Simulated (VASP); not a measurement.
# BaPm in VASP: convergence with ENCUT

Crystal: BaPm.

```
CELL_PARAMETERS angstrom
3.96751 0.00000 0.00000
-1.98376 3.43597 0.00000
0.00000 0.00000 6.52262
ATOMIC_POSITIONS crystal
Pm 0.66497 0.33000 0.00108
Ba 0.00304 0.00354 0.50212
```

The cell comes from a database or a generator and needn't be the stable form of this composition.

The cell isn't the ideal one: atoms moved at random, drawn with an rms of 0.02 Å.

| Item | Value |
| --- | --- |
| Program | VASP 6.6.1 |
| Task | single point |
| Functional | PBE |
| Potentials or basis | VASP PAW PBE potentials, release 64 (Pm, Ba_sv) |
| Cutoff | 300 eV |
| k mesh | 6 × 6 × 3 |
| Occupations | methfessel-paxton, width 0.1 eV |
| Spin | collinear spin, ferromagnetic start |
| Starting moments | [4.0, 0.0] μB |

These are the settings of the first run; the series varies ENCUT, with any setting tied to it.

Hardware: 1 thread of Intel(R) Xeon(R) 6975P-C (Granite Rapids) (shared host).

| ENCUT | energy less the tightest run, at zero smearing (meV/atom) | largest force (eV/Å) | SCF cycles | CPU time (s) | peak memory (GiB) |
| --- | --- | --- | --- | --- | --- |
| 200 eV | not converged | - | - | - | - |
| 250 eV | not converged | - | - | - | - |
| 300 eV | 42.53 | 0.021 | 64 | 160 | 0.23 |
| 350 eV | 26.54 | 0.021 | 52 | 150 | 0.25 |
| 400 eV | not converged | - | - | - | - |
| 450 eV | not converged | - | - | - | - |
| 500 eV | 0.00 | 0.024 | 92 | 760 | 0.34 |
| 600 eV | timed out after 910 s | - | - | - | - |
| 800 eV | timed out after 920 s | - | - | - | - |

Against the tightest run, the largest force stays within 0.005 eV/Å from 300 eV on. Not settled before the last step: the energy (to 1 meV/atom). The tightest run that finished is the yardstick and may itself not be fully converged.

Caveat, for the tightest run too: the magnetic or orbital state may not be the lowest. The state reached can hang on the start; a lower one may exist.
